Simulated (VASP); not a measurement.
Output of a VASP run:

**OSZICAR**
```
       N       E                     dE             d eps       ncg     rms          rms(c)
DAV:   1     0.986604689064E+02    0.98660E+02   -0.97365E+03  2896   0.137E+03
DAV:   2    -0.361326025909E+02   -0.13479E+03   -0.12939E+03  3084   0.364E+02
DAV:   3    -0.388533205323E+02   -0.27207E+01   -0.26560E+01  3572   0.524E+01
DAV:   4    -0.388815298887E+02   -0.28209E-01   -0.28223E-01  3388   0.536E+00
DAV:   5    -0.388824407038E+02   -0.91082E-03   -0.91150E-03  4116   0.730E-01    0.157E+01
DAV:   6    -0.336313055548E+02    0.52511E+01   -0.75317E+00  3024   0.366E+01    0.394E+00
DAV:   7    -0.335803290465E+02    0.50977E-01   -0.83321E-01  3064   0.111E+01    0.206E+00
DAV:   8    -0.336033354405E+02   -0.23006E-01   -0.30224E-02  3044   0.217E+00    0.904E-01
DAV:   9    -0.336095317269E+02   -0.61963E-02   -0.29624E-02  3092   0.202E+00    0.463E-01
DAV:  10    -0.336087706328E+02    0.76109E-03   -0.31901E-03  3228   0.708E-01    0.176E-01
DAV:  11    -0.336088008834E+02   -0.30251E-04   -0.62025E-04  3308   0.301E-01    0.299E-02
DAV:  12    -0.336087292828E+02    0.71601E-04   -0.62137E-05  3076   0.959E-02    0.897E-03
DAV:  13    -0.336087054553E+02    0.23827E-04   -0.12550E-05  3496   0.444E-02    0.575E-03
DAV:  14    -0.336087056610E+02   -0.20563E-06   -0.73656E-07  3284   0.108E-02    0.251E-03
DAV:  15    -0.336087057635E+02   -0.10249E-06   -0.23304E-07  3036   0.608E-03    0.111E-03
DAV:  16    -0.336087052341E+02    0.52939E-06   -0.10063E-07  1928   0.394E-03    0.254E-04
DAV:  17    -0.336087056406E+02   -0.40655E-06   -0.36210E-08  1600   0.199E-03    0.211E-04
DAV:  18    -0.336087056508E+02   -0.10180E-07   -0.25513E-09  1544   0.625E-04
   1 F= -.33608706E+02 E0= -.33608706E+02  d E =0.000000E+00
       N       E                     dE             ncg
```

OUTCAR:
```
------------------------ aborting loop because EDIFF is reached ----------------------------------------
  FORCE on cell =-STRESS in cart. coord.  units (eV):
  Direction    XX          YY          ZZ          XY          YZ          ZX
  --------------------------------------------------------------------------------------
  Total       -0.0181323     -0.0181323     -0.0181323      0.0000000      0.0000000      0.0000000
  in kB       -1.0941699     -1.0941699     -1.0941699      0.0000000      0.0000000      0.0000000
  external PRESSURE =      -1.0941699 kB  Pullay stress =       0.0000000 kB
  volume of cell :       26.55
      direct lattice vectors                 reciprocal lattice vectors
     2.983273211  0.000000000  0.000000000     0.335202286  0.000000000  0.000000000
     0.000000000  2.983273211  0.000000000     0.000000000  0.335202286  0.000000000
     0.000000000  0.000000000  2.983273211     0.000000000  0.000000000  0.335202286
 POSITION                                       TOTAL-FORCE (eV/Angst)
 -----------------------------------------------------------------------------------
      1.49164      1.49164      1.49164         0.000000      0.000000      0.000000
      0.00000      0.00000      0.00000         0.000000      0.000000      0.000000
 -----------------------------------------------------------------------------------
    total drift:                               -0.000000      0.000000      0.000000
  FREE ENERGIE OF THE ION-ELECTRON SYSTEM (eV)
  ---------------------------------------------------
  free  energy   TOTEN  =       -33.6087056508 eV

  energy  without entropy=      -33.6087056508  energy(sigma->0) =      -33.60870565

 total charge

# of ion       s       p       d       tot
------------------------------------------
    1        0.390   0.434   0.000   0.824
    2        0.340   6.255   6.212  12.806
--------------------------------------------------
tot          0.729   6.689   6.212  13.630
```
(Selected blocks of OUTCAR.)

### POSCAR
```
RuAl
1
    2.9832732108     0.0000000000    -0.0000000000
    0.0000000000     2.9832732108    -0.0000000000
    0.0000000000     0.0000000000     2.9832732108
Al Ru
1 1
Direct
  0.5000000000   0.5000000000   0.5000000000
  0.0000000000   0.0000000000   0.0000000000
```

Problem. Reconstruct the remaining input files.

Solution. Several could match; the one computed here: the input of the run itself, r2SCAN meta-GGA, plane waves, VASP's PBE PAW potentials (set 64).

### INCAR
```
SYSTEM  =  RuAl
PREC  =  Accurate; ENCUT  =  520; LREAL  =  .FALSE.
LASPH  =  .TRUE.
EDIFF  =  1E-7; NELM  =  100; ALGO  =  Normal
LMAXMIX  =  4; LMIXTAU  =  .TRUE.
ISMEAR  =  -5
METAGGA  =  R2SCAN
ISIF  =  2
LWAVE  =  .FALSE.; LCHARG  =  .FALSE.; LORBIT  =  11
NEDOS  =  601
```

**KPOINTS_OPT**
```
k-points along high-symmetry lines
10
Line-mode
Reciprocal
  0.000000   0.000000   0.000000 ! GAMMA
  0.000000   0.500000   0.000000 ! X

  0.000000   0.500000   0.000000 ! X
  0.500000   0.500000   0.000000 ! M

  0.500000   0.500000   0.000000 ! M
  0.000000   0.000000   0.000000 ! GAMMA

  0.000000   0.000000   0.000000 ! GAMMA
  0.500000   0.500000   0.500000 ! R

  0.500000   0.500000   0.500000 ! R
  0.000000   0.500000   0.000000 ! X

  0.500000   0.500000   0.500000 ! R
  0.500000   0.500000   0.000000 ! M
```

KPOINTS:
```
Regular mesh
0
gamma
14 14 14
```

POTCAR, in this order: Al Ru_pv (PBE.64 set). Program: vasp_std.

For a metal the tetrahedron method with Blöchl corrections gives inexact stress and forces.

The compound is RuAl in the CsCl type structure. It was relaxed first. The electron count is odd and the run is not spin-polarised, which forces a metal.
